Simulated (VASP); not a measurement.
Data:

```
CELL_PARAMETERS angstrom
      1.87247    -3.24320     0.00000
      1.87247     3.24320     0.00000
      0.00000     0.00000     5.56293
ATOMIC_POSITIONS crystal
  Pt 0.00000 0.00000 0.00000
  S  0.33333 0.66667 0.23412
  S  0.66667 0.33333 0.76588
```

The numbers are results of vdW-DF2, VASP's PBE PAW potentials (set 64) (plane waves; VASP), not measurements. Settings: 520 eV cut-off, 7×7×4 Γ-centred mesh, Gaussian smearing of 0.050 eV, potentials Pt S.

Q: The ions and cell shape at fixed volume are relaxed. Give the cell that the relaxation ends in.

A: 
```
CELL_PARAMETERS angstrom
      1.83841    -3.18422     0.00000
      1.83841     3.18422     0.00000
      0.00000     0.00000     5.77093
ATOMIC_POSITIONS crystal
  Pt 0.00000 0.00000 0.00000
  S  0.33333 0.66667 0.22203
  S  0.66667 0.33333 0.77797
```
Space group P-3m1 (164), at a tolerance of 0.03 Å.

Q: How much energy does the relaxation gain?

A: The energy (σ→0) changes by -16.4 meV/atom, in 6 ionic steps.

The compound is PtS2 in the 1T layered structure. This cell is one point of a volume scan, at 1.06 of the reference volume. Symmetry was kept, so distortions that lower it aren't found.
